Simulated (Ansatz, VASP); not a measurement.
**SiSO: VASP beside Ansatz**

One calculation is typed for both programs; each brings its own data sets. How far apart do they land? The cell is taken from a series of runs on this material, whose earlier steps may have relaxed, scaled, displaced or heated it; both programs get it as it stands.

Program: Ansatz 0.2.0. Level of theory: plane waves, with VASP 6.6.1 beside it; single point at HSE06. Results are calculated unless marked as measured.

**1. The starting structure**

The cell holds 3 atoms: 1 Si, 1 O and 1 S. Cell: a = 2.982 Å, b = 2.982 Å, c = 27.700 Å, α = 90.0°, β = 90.0°, γ = 120.0°. Vacuum lies along c.

**2. VASP: single point, HSE06**

With cell and atoms fixed, the geometry can't cause a difference; cores, projectors, grids and the points listed under the comparison can.

Lines of VASP's logs that name or quote its potential files are left out, and so is its time.

The run reads the wave functions of an earlier VASP run, which isn't shown here.

File INCAR:

```
SYSTEM = SiSO
PREC = Accurate
ENCUT = 520
EDIFF = 1E-06
NELM = 100
ISMEAR = 0
SIGMA = 0.01
LREAL = .FALSE.
ALGO = Normal
LHFCALC = .TRUE.
AEXX = 0.25
GGA = PE
HFSCREEN = 0.208
LASPH = .TRUE.
NBANDS = 14
PRECFOCK = Fast
LORBIT = 11
LWAVE = .FALSE.
LCHARG = .FALSE.
KPAR = 4
NCORE = 2
ISIF = 2
LDIPOL = .TRUE.
IDIPOL = 3
DIPOL = 0.5 0.5 0.503
LVHAR = .TRUE.
```

File POSCAR:

```
SiSO
1.0
    2.9816107688      0.0000000000      0.0000000000
   -1.4908053844      2.5821506700      0.0000000000
    0.0000000000      0.0000000000     27.7000000000
Si O S
1 1 1
Direct
    0.0000000000      0.0000000000      0.5091276140
    0.3333333333      0.6666666667      0.5404036490
    0.6666666667      0.3333333333      0.4595963510
```

File KPOINTS:

```
Automatic mesh
0
Gamma
6 6 1
0 0 0
```

PAW data sets: Si, O and S (PBE family, release 64).

On the command line:

```bash
mpirun -np 8 vasp_std
```

Numbers of over 12 decimals in the logs are rounded to 6 here.

What it wrote:

```text
[banner, memory and clock lines left out]
running    8 mpi-ranks, on    1 nodes
 distrk:  each k-point on    2 cores,    4 groups
 distr:  one band on    2 cores,    1 groups

 POSCAR found type information on POSCAR SiO S
 POSCAR found :  3 types and       3 ions
 LDA part: xc-table for (Slater+PW92), standard interpolation
 found WAVECAR, reading the header
 POSCAR, INCAR and KPOINTS ok, starting setup
 FFT: planning ... GRIDC
 FFT: planning ... GRID_SOFT
 FFT: planning ... GRID
 reading WAVECAR
 the WAVECAR file was read successfully
 initial charge from wavefunction
 entering main loop
       N       E                     dE             d eps       ncg     rms          rms(c)
DAV:   1    -0.220448422172E+02   -0.22045E+02   -0.43147E-01   268   0.568E+00    0.248E+00
DAV:   2    -0.220480693322E+02   -0.32271E-02   -0.29991E-02   262   0.112E+00    0.178E+00
DAV:   3    -0.220459216353E+02    0.21477E-02   -0.27324E-03   256   0.413E-01    0.107E+00
DAV:   4    -0.220455357178E+02    0.38592E-03   -0.71950E-04   258   0.188E-01    0.596E-01
DAV:   5    -0.220453659047E+02    0.16981E-03   -0.10208E-04   238   0.870E-02    0.329E-01
DAV:   6    -0.220453169953E+02    0.48909E-04   -0.50348E-05   238   0.595E-02    0.180E-01
DAV:   7    -0.220453033226E+02    0.13673E-04   -0.81475E-06   244   0.237E-02    0.101E-01
DAV:   8    -0.220452997395E+02    0.35831E-05   -0.31337E-06   238   0.144E-02    0.559E-02
DAV:   9    -0.220452992413E+02    0.49822E-06   -0.80668E-07   182   0.706E-03
   1 F= -.22045299E+02 E0= -.22045299E+02  d E =-.108737E-67
```

From OUTCAR (step 2):

```text
ion  position               nearest neighbor table
   1  0.000  0.000  0.509-   2 1.93   2 1.93   2 1.93   3 2.20   3 2.20   3 2.20
   2  0.333  0.667  0.540-   1 1.93   1 1.93   1 1.93
   3  0.667  0.333  0.460-   1 2.20   1 2.20   1 2.20

  LATTYP: Found a hexagonal cell.
 ALAT       =     2.9816107688
 C/A-ratio  =     9.2902803712

 Subroutine GETGRP returns: Found  6 space group operations
 (whereof  6 operations were pure point group operations)

The static configuration has the point symmetry C_3v.

 Found      7 irreducible k-points:

   k-points           NKPTS =      7   k-points in BZ     NKDIM =     36   number of bands    NBANDS=     14

   dimension x,y,z NGX =    24 NGY =   24 NGZ =  210
   dimension x,y,z NGXF=    48 NGYF=   48 NGZF=  420

   ENCUT  =  520.0 eV  38.22 Ry    6.18 a.u.   5.54  5.54 51.50*2*pi/ulx,y,z

   NELECT =      16.0000    total number of electrons

 k-points in reciprocal lattice and weights: Automatic mesh
   0.00000000  0.00000000  0.00000000       0.028
   0.16666667  0.00000000  0.00000000       0.167
   0.33333333  0.00000000  0.00000000       0.167
   0.50000000  0.00000000  0.00000000       0.083
   0.16666667  0.16666667  0.00000000       0.167
   0.33333333  0.16666667  0.00000000       0.333
   0.33333333  0.33333333  0.00000000       0.056

  exchange ACFDT corr.  =         0.00000000  see jH, gK, PRB 81, 115126

 dipolmoment           0.000000      0.000000      0.023053 electrons x Angstroem

 average (electrostatic) potential at core
       1 -90.6626       2 -73.6084       3 -90.8364

 E-fermi :  -3.5513

 k-point     1 :       0.0000    0.0000    0.0000
  band No.  band energies     occupation
    ...
      4      -8.9669      2.00000
      5      -8.9669      2.00000
      6      -7.2058      2.00000
      7      -3.6731      2.00000
      8      -3.6731      2.00000
      9      -1.3899      0.00000
     10       1.8732      0.00000
     11       2.2292      0.00000
     12       2.4050      0.00000
     13       2.8132      0.00000
    ...

 k-point     2 :       0.1667    0.0000    0.0000
  band No.  band energies     occupation
    ...
      4     -10.2454      2.00000
      5      -9.3201      2.00000
      6      -6.8916      2.00000
      7      -6.2142      2.00000
      8      -4.2481      2.00000
      9      -0.1497      0.00000
     10       2.2136      0.00000
     11       2.5179      0.00000
     12       2.8605      0.00000
     13       3.1156      0.00000
    ...

 k-point     3 :       0.3333    0.0000    0.0000
  band No.  band energies     occupation
    ...
      4     -11.0241      2.00000
      5      -9.9387      2.00000
      6      -8.8249      2.00000
      7      -6.6252      2.00000
      8      -5.1332      2.00000
      9      -0.3468      0.00000
     10       2.4188      0.00000
     11       3.0633      0.00000
     12       4.5483      0.00000
     13       4.6924      0.00000
    ...

  Total       -0.3749701     -0.3749701     -0.8954678     -0.0000000      0.0000000      0.0000000
  in kB       -2.8170527     -2.8170527     -6.7274158     -0.0000000      0.0000000      0.0000000
  external PRESSURE =      -4.1205071 kB  Pullay stress =       0.0000000 kB

  energy-cutoff  :      520.00
  volume of cell :      213.26
      direct lattice vectors                 reciprocal lattice vectors
     2.981610769  0.000000000  0.000000000     0.335389183  0.193637035  0.000000000
    -1.490805384  2.582150670  0.000000000     0.000000000  0.387274070  0.000000000
     0.000000000  0.000000000 27.700000000     0.000000000  0.000000000  0.036101083

 POSITION                                       TOTAL-FORCE (eV/Angst)
 -----------------------------------------------------------------------------------
      0.00000      0.00000     14.10283         0.000000     -0.000000     -0.069996
     -0.00000      1.72143     14.96918        -0.000000      0.000000     -0.337953
      1.49081      0.86072     12.73082        -0.000000      0.000000      0.407950
 -----------------------------------------------------------------------------------
    total drift:                               -0.000001      0.000001     -0.000654

  FREE ENERGIE OF THE ION-ELECTRON SYSTEM (eV)
  ---------------------------------------------------
  free  energy   TOTEN  =       -22.0452992413 eV

  energy  without entropy=      -22.0452992413  energy(sigma->0) =      -22.04529924

 vacuum level on the upper side and lower side of the slab         2.554         2.013

 total charge
# of ion       s       p       d       tot
------------------------------------------
    1        0.621   0.796   0.000   1.417
    2        1.565   3.486   0.000   5.051
    3        1.354   2.514   0.000   3.868
--------------------------------------------------
tot          3.540   6.797   0.000  10.336

[... 3 further parts left out ...]
```

The k-mesh is coarse for exact exchange; levels may shift by about 0.1 eV on a finer one.

**3. Ansatz: single point, HSE06**

Ansatz runs on its PAW soft_1 files.

The same cell, functional and mesh now go to Ansatz, which takes its cutoff from its data sets.

File input.yaml:

```yaml
crystal:
  lattice:
    - [2.9816107688, 0.0, 0.0]
    - [-1.4908053844, 2.58215067, 0.0]
    - [0.0, 0.0, 27.7]
  atoms:
    - { symbol: Si, position: [0.0, 0.0, 0.509127614] }
    - { symbol: O, position: [0.3333333333, 0.6666666667, 0.540403649] }
    - { symbol: S, position: [0.6666666667, 0.3333333333, 0.459596351] }
  periodic: [true, true, false]
kpoints:
  mp_grid: { grid: [6, 6, 1] }
  band_path:
    path: [[0.0, 0.0, 0.0], [0.5, 0.0, 0.0], [0.3333333333, 0.3333333333, 0.0]]
    npoints: 1
hamiltonian:
  xc: hse06
  pseudopotentials: { kind: paw, azcp: { folder: soft_1 } }
scf:
  occupations: { method: fixed }
  n_extra_bands: 5
  convergence: { dr2_threshold: 1.0e-10 }
output:
  eigenvalues: true
```

On the command line:

```bash
ansatz run input.yaml --threads 4 --pin off --max-ram 17510MiB --backend cpu --events-out ev --progress --plain --runs-dir out
```

What it wrote:

```text
scf.n_extra_bands = 5 over 8 filled bands (N_el = 16.0): the run solves 13 bands
Engine: ansatz 0.2.0, aarch64-unknown-linux-gnu
Pseudopotentials: kind: paw
Pseudopotential: Si, paw, valence charge 4, recommended cutoff 420 eV (normal), soft_1/Si.paw.azcp
Pseudopotential: O, paw, valence charge 6, recommended cutoff 420 eV (normal), soft_1/O.paw.azcp
Pseudopotential: S, paw, valence charge 6, recommended cutoff 420 eV (normal), soft_1/S.paw.azcp
Functional definition: HSE06
  parameter a = 0.25
  parameter omega = 0.11/bohr
  exchange = pbe_x - a*pbe_x_sr(omega) + a*exact_x_sr(omega)
  correlation = pbe_c
davidson cushion auto → on  (no smearing: the cushion is to keep the highest requested band from converging to the state above it; pin scf.eigensolver.cushion to override)
Crystal: 3 atoms, lattice volume = 213.261 Å³
Basis set: ecut = 420 eV, 4077 PW (Γ)
Bands: 13, of which v1, the nominal top of the filled ones, is band 8 counted from 1 (7 counted from 0)
Symmetry: 6 space group operations
Space group: P3m1 (ITA 156), of the structure as read, at distance tolerance 6.0e-5 Å
k-points: 7 of 36 (time reversal used)
Non-local potential: Si, projectors of the file, l = 0: 2, l = 1: 2, l = 2: 1
Non-local potential: O, projectors of the file, l = 0: 2, l = 1: 2, l = 2: 1
Non-local potential: S, projectors of the file, l = 0: 2, l = 1: 2, l = 2: 1
PAW form: soft (Blöchl's): semilocal exchange-correlation on the pseudo side does not see the compensation charge
PAW frozen core: Si, regenerated for the run's functional, and the local potential with it (the file was generated under x = pbe(κ = 0.804, μ = 0.219515), c = pbe(β = 0.066725))
PAW frozen core: O, regenerated for the run's functional, and the local potential with it (the file was generated under x = pbe(κ = 0.804, μ = 0.219515), c = pbe(β = 0.066725))
PAW frozen core: S, regenerated for the run's functional, and the local potential with it (the file was generated under x = pbe(κ = 0.804, μ = 0.219515), c = pbe(β = 0.066725))
PAW one-centre angular grid: Si, 110 points (default); XC on 64 Gauss nodes
PAW one-centre angular grid: O, 110 points (default); XC on 96 Gauss nodes
PAW one-centre angular grid: S, 110 points (default); XC on 64 Gauss nodes
Initial density: superposition of atomic densities (neutral atoms: chi_scale 0, normalization atom)
Initial wavefunctions: pseudopotential atomic-orbital guess
Functional: x = pbe(κ = 0.804, μ = 0.219515), c = pbe(β = 0.066725), warm-up for x = pbe(κ = 0.804, μ = 0.219515) + 0.25 (exact − pbe) at short range (hse, ω = 0.207870 Å⁻¹), c = pbe(β = 0.066725); HSE06 as pw.x's `hse` composes it (authors' and Libxc's form: `xc: wpbeh`)
iter 1 solved again at ethr=3.08e-2 eV; its pass at ethr=1.00e-1 eV (dr2=4.92e0 eV) is discarded
SCF iter   1: F=—  HF=-2107.527176 eV  |F-HF|=—  |Δ(HF+E_count)|=         —  Δρ=4.74e-2  dr2=4.89e0  ethr=3.08e-2  ⟨swp⟩=2.6  Hψ=592  notcnv=0
preconditioner: auto → none  [insulator: Δε(μ)=2.013 eV  Ē_g=12.916 eV  n_scr=14 (ndim 8)  ℏωp=9.5 eV  f_vac=0.772]
SCF iter   2: F=—  HF=-2107.007246 eV  |F-HF|=—  |Δ(HF+E_count)|=   5.20e-1  Δρ=4.04e-2  dr2=5.31e0  ethr=3.06e-2  ⟨swp⟩=5.4  Hψ=301  notcnv=0  defer=6
SCF iter   3: F=—  HF=-2106.440786 eV  |F-HF|=—  |Δ(HF+E_count)|=   5.66e-1  Δρ=1.44e-2  dr2=1.81e0  ethr=3.06e-2  ⟨swp⟩=4.9  Hψ=268  notcnv=0  defer=5
iter 4 solved again at ethr=7.69e-4 eV; its pass at ethr=1.13e-2 eV (dr2=1.23e-1 eV) is discarded
SCF iter   4: F=—  HF=-2106.213087 eV  |F-HF|=—  |Δ(HF+E_count)|=   2.28e-1  Δρ=7.62e-3  dr2=1.27e-1  ethr=7.69e-4  ⟨swp⟩=4.1  Hψ=486  notcnv=0  defer=5
SCF iter   5: F=—  HF=-2106.197015 eV  |F-HF|=—  |Δ(HF+E_count)|=   1.61e-2  Δρ=3.03e-3  dr2=9.35e-3  ethr=7.69e-4  ⟨swp⟩=3.6  Hψ=230  notcnv=0  defer=2
SCF iter   6: F=—  HF=-2106.198230 eV  |F-HF|=—  |Δ(HF+E_count)|=   1.22e-3  Δρ=5.13e-4  dr2=4.73e-4  ethr=5.84e-5  ⟨swp⟩=4.7  Hψ=298  notcnv=0  defer=1
SCF iter   7: F=—  HF=-2106.198324 eV  |F-HF|=—  |Δ(HF+E_count)|=   9.42e-5  Δρ=2.35e-4  dr2=2.14e-4  ethr=2.96e-6  ⟨swp⟩=4.6  Hψ=324  notcnv=0  defer=1
SCF iter   8: F=-2106.198243 eV  HF=-2106.198263 eV  |F-HF|=2.05e-5  |Δ(HF+E_count)|=   6.12e-5  Δρ=8.45e-5  dr2=2.66e-5  ethr=1.34e-6  ⟨swp⟩=3.3  Hψ=233  notcnv=0  defer=1
SCF 1 stopped early in 8 iterations: F = -2106.198243 eV  dr2 = 2.66e-5
  greatest PAW one-centre occupation: 0.868 electrons in one spin orbital (limit 2), on the S atom at site 2 (counted from 0), in its partial waves of l = 0
Initial density: handed on by an earlier stage of this run
Initial wavefunctions: those handed on with the density
Functional: x = pbe(κ = 0.804, μ = 0.219515) + 0.25 (exact − pbe) at short range (hse, ω = 0.207870 Å⁻¹), c = pbe(β = 0.066725); HSE06 as pw.x's `hse` composes it (authors' and Libxc's form: `xc: wpbeh`)
Exchange kernel: α = 0.2500, screened, ω = 0.2079 Å⁻¹, Wigner–Seitz truncation, v(0) = 1042.4319 eV·Å³, q-mesh 6×6×1, nearest image of the exchange supercell L = 17.89 Å, pair-density grid 15×15×135, without the augmentation charges, whose exchange is taken in its separable form by FFT convolution over the k-point mesh (sized by the pseudopotential files, 18×18×192 at the most)
Frozen-core exchange: fock
[...]
preconditioner: auto → none  [insulator: Δε(μ)=2.239 eV  Ē_g=13.780 eV  n_scr=14 (ndim 8)  ℏωp=9.5 eV  f_vac=0.783]
[...]
SCF iter   5: F=-2107.001695 eV  HF=-2107.001700 eV  |F-HF|=4.51e-6  |Δ(HF+E_count)|=   7.39e-5  Δρ=6.46e-5  dr2=6.01e-6  ethr=2.89e-8  ⟨swp⟩=6.1  Hψ=402  notcnv=0  defer=4
SCF 2 stopped early in 5 iterations: F = -2107.001695 eV  dr2 = 6.01e-6
  greatest PAW one-centre occupation: 0.866 electrons in one spin orbital (limit 2), on the S atom at site 2 (counted from 0), in its partial waves of l = 0
hybrid outer 1: dexx = +6.469e-3 eV, tail = 1.89e-5 eV
Exchange kernel: α = 0.2500, screened, ω = 0.2079 Å⁻¹, Wigner–Seitz truncation, v(0) = 1042.4319 eV·Å³, q-mesh 6×6×1, nearest image of the exchange supercell L = 17.89 Å, pair-density grid 15×15×135, without the augmentation charges, whose exchange is taken in its separable form by FFT convolution over the k-point mesh (sized by the pseudopotential files, 18×18×192 at the most)
Frozen-core exchange: fock
SCF iter   1: F=—  HF=-2107.001687 eV  |F-HF|=—  |Δ(HF+E_count)|=         —  Δρ=1.87e-5  dr2=3.29e-7  ethr=5.90e-7  ⟨swp⟩=2.9  Hψ=217  notcnv=0
preconditioner: auto → none  [insulator: Δε(μ)=2.298 eV  Ē_g=13.773 eV  n_scr=14 (ndim 8)  ℏωp=9.5 eV  f_vac=0.785]
SCF iter   2: F=—  HF=-2107.001688 eV  |F-HF|=—  |Δ(HF+E_count)|=   4.78e-7  Δρ=1.35e-5  dr2=3.65e-7  ethr=1.89e-9  ⟨swp⟩=5.3  Hψ=396  notcnv=0  defer=6
SCF iter   3: F=—  HF=-2107.001688 eV  |F-HF|=—  |Δ(HF+E_count)|=   6.55e-8  Δρ=4.90e-6  dr2=4.19e-8  ethr=1.89e-9  ⟨swp⟩=3.4  Hψ=229  notcnv=0  defer=3
SCF iter   4: F=—  HF=-2107.001688 eV  |F-HF|=—  |Δ(HF+E_count)|=  7.27e-10  Δρ=1.44e-6  dr2=1.13e-8  ethr=2.17e-10  ⟨swp⟩=4.4  Hψ=303  notcnv=0
SCF iter   5: F=—  HF=-2107.001688 eV  |F-HF|=—  |Δ(HF+E_count)|=   3.48e-8  Δρ=1.86e-6  dr2=5.19e-9  ethr=5.21e-11  ⟨swp⟩=5.1  Hψ=355  notcnv=0  defer=3
iter 6 solved again at ethr=2.27e-12 eV; its pass at ethr=3.16e-11 eV (dr2=3.62e-10 eV) is discarded
SCF iter   6: F=—  HF=-2107.001688 eV  |F-HF|=—  |Δ(HF+E_count)|=   1.48e-9  Δρ=3.76e-7  dr2=4.44e-10  ethr=2.27e-12  ⟨swp⟩=3.9  Hψ=485  notcnv=0  defer=1
eigensolver tolerance schedule: the retry pair's looser diagonalisation over-reported the residual by 0.36 of it (diagonalisation noise at 0.39 of the residual, at the tolerance the schedule requests for it); recorded, not acted on — ethr = c·dr2/N_el stays at c = 1.0e-1
SCF iter   7: F=—  HF=-2107.001688 eV  |F-HF|=—  |Δ(HF+E_count)|=   1.24e-9  Δρ=6.14e-7  dr2=8.01e-10  ethr=1.67e-12  ⟨swp⟩=5.0  Hψ=336  notcnv=0  defer=7
SCF iter   8: F=-2107.001688 eV  HF=-2107.001688 eV  |F-HF|=3.41e-11  |Δ(HF+E_count)|=  1.95e-10  Δρ=6.95e-8  dr2=1.77e-11  ethr=1.67e-12  ⟨swp⟩=4.3  Hψ=292  notcnv=0  defer=1
SCF 3 converged in 8 iterations: F = -2107.001688 eV  dr2 = 1.77e-11
hybrid outer 2: dexx = +3.267e-7 eV, tail = 2.29e-9 eV, Δε = 1.97e-3 eV (about 2.89e-5 eV left of the loop's levels)
NSCF: frozen V_eff on 3 k-points
hybrid SCF converged: 2 outer / 13 inner (+8 warm-up), last move |dexx| = 3.27e-7 eV, tail = 2.29e-9 eV
Stability not checked: this state was not tested for a lower state beside it, because the functional holds exact exchange (a hybrid, or Hartree-Fock), whose exchange loop this test does not read (fock_operator; see scf.lower_state_search)
Free energy (F): -2107.001688 eV
Frozen-core exchange: fock
Harris-Foulkes:  -2107.001688 eV  (|F-HF|=3.41e-11)
Internal energy: -2107.001688 eV  (E = F + TS)
E sigma→0 (E₀):  -2107.001688 eV
Fermi energy:    -5.966599 eV
--- Per-component energies (eV) ---
  E_band       = -237.662337
  E_kinetic    = 324.550991
  E_local      = -17492.222752  (includes V_loc(G=0)·N_el)
  E_nonlocal   = 104.336000
  E_hartree    = 8564.441264
  E_xc         = -177.010955
  E_vxc        = -181.024347  (∫ρ·V_xc dr)
  E_exx        = -37.002317  (= α·E_x^exact, valence–valence)
  E_paw        = -1288.482570  (= ΣΔE_a)
  E_vpaw       = -48.180709  (= ΣTr[D̂ρ^β])
  E_aug_tail   = 0.000792  (compensation charges beyond the density's cutoff)
  E_ewald      = 7894.566984
  E_core_change = -0.179125  (= ΣΔE_core)
  E_smearing   = -0.000000  (= −TS)
  E_closure    = 0.000000  (closes the sum)
  Σ components = -2107.001688   (vs F -2107.001688, Δ=-4.55e-13)
--- Band table (eV; the first three rows and the last of 7) ---
  k-point 0: bands = [... 4 lower, -11.2671, -9.4994, -5.9666, -5.9666, -3.6682, -0.4785, 0.0469, 0.4268, ... 1 higher]
  k-point 1: bands = [... 4 lower, -11.6179, -9.1877, -8.5061, -6.5425, -2.4314, -0.0989, 0.2067, 0.7207, ... 1 higher]
  k-point 2: bands = [... 4 lower, -12.2334, -11.1216, -8.9092, -7.4285, -2.6196, 0.1251, 0.7598, 2.2316, ... 1 higher]
  k-point 6: bands = [... 4 lower, -13.4761, -12.6561, -9.5843, -8.5071, -1.3576, 0.7544, 2.5270, 3.2684, ... 1 higher]
  the weakly bound empty levels are not read free of the cell's end (exact_exchange)
```

Reading the cycles: dr2 is the Hartree energy of the density residual (eV), the measure of convergence; HF is the Harris–Foulkes estimate of the energy, which meets the free energy F at convergence.

**4. Differences**

Known differences besides the potentials themselves: exact exchange at q = 0 is treated differently, which shows on coarse meshes; VASP keeps PBE cores, Ansatz makes them for the functional; fixed occupations in Ansatz, narrow Gaussian smearing in VASP; Ansatz cuts the interaction across the vacuum, VASP repeats the sheet with a dipole correction; the cutoff is 420 eV in Ansatz and 520 eV in VASP; VASP takes a coarser grid for exact exchange (PRECFOCK = Fast). Total energies have different zeros and are not compared.

Compared:

```
              quantity  Ansatz   VASP  difference
gap on the k mesh (eV)   2.298  2.283      +0.015
```

A gap on the mesh is an upper bound, since the band edges may lie between its points. With vacuum in the cell, a pressure given here is an average over mostly empty space and none of the material.

**5. Results**

```yaml
difference_in_gap_on_the_k_mesh_single_point_hse06: 0.015 eV
```

What this shows: The difference in gap on the k mesh is 0.015 eV (single point, HSE06), within the 0.08 eV picked in this series as the mark of a large difference. How closely two codes agree says nothing of how well the functional describes the real material.

[Lines on the potential files, build, host, timing and source positions are cut from VASP's logs without a mark.]

[Logs are printed without paths, hosts, clocks, repeated set-up lines and the standing remarks that a program may print on its own settings, such as how far it seeks lower states.]

[Hosts, paths, dates, database ids (printed as entryN), source tags and the programs' standing remarks are cut or masked in the printed files.]
